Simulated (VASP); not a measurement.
Data:

```xyz
2
Lattice="0.0000 3.2133 3.2133 3.2133 0.0000 3.2133 3.2133 3.2133 0.0000" Properties=species:S:1:pos:R:3 pbc="T T T"
Sn     0.0000     0.0000     0.0000
Te     3.2133     3.2133     3.2133
```

Method: PBE GGA with D4 dispersion, VASP's PBE PAW potentials (set 64) (plane waves; VASP). Numerical set-up: 520 eV cut-off, 7×7×7 Γ-centred mesh, Gaussian smearing of 0.050 eV, potentials Sn_d Te.

**Question.** Give the stress tensor in GPa (positive for a compressed cell).

**Answer.** 
```
-2.21   0.00   0.00
 0.00  -2.21   0.00
 0.00   0.00  -2.21
```
The pressure is its mean diagonal, -2.21 GPa.

The compound is SnTe in the rock salt structure, which distorts at low temperature. This cell is one point of a volume scan, at 1.06 of the reference volume.
